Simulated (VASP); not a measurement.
Input of a VASP 6.6.1 run:

File INCAR:

```
SYSTEM = CuF
PREC = Accurate
ENCUT = 520
EDIFF = 1E-6
ISMEAR = -1
SIGMA = 0.02
LREAL = .False.
LASPH = .True.
NELM = 100
ALGO = Fast
ISIF = 2
LWAVE = .False.
LCHARG = .True.
GGA = PE
LELF = .True.
LVHAR = .True.
NBANDS = 26
```

The input KPOINTS:

```
regular mesh
0
Gamma
  12 12 6
  0 0 0
```

POSCAR

```
CuF
1.0
    3.6086538685      0.0000000000      0.0000000000
   -1.8043269342      3.1251859236      0.0000000000
    0.0000000000      0.0000000000      5.0825198265
Cu F
2 2
Direct
    0.3333333333      0.6666666667      0.2500000000
    0.6666666667      0.3333333333      0.7500000000
    0.6666666667      0.3333333333      0.2500000000
    0.3333333333      0.6666666667      0.7500000000
```

Potentials or basis: VASP PAW PBE potentials, release 64 (Cu, F).

The run is started by

```sh
$ cat potpaw_PBE.64/Cu/POTCAR potpaw_PBE.64/F/POTCAR > POTCAR
$ mpirun -np 1 vasp_std > vasp.out
```

Q: What does it give for the pressure?

A: -0.9 GPa.

Q: What does it give for the band gap on the k mesh?

A: None (metal or under the smearing width).

Stress tensor (GPa, compression positive):
```
-1.71  0.00  0.00
 0.00 -1.71  0.00
 0.00  0.00  0.61
```

Caveat: the run has no spin polarisation, though such a crystal can be magnetic; semilocal functionals often make such compounds metallic where correlation or magnetic order opens a gap, which also shifts bond lengths.
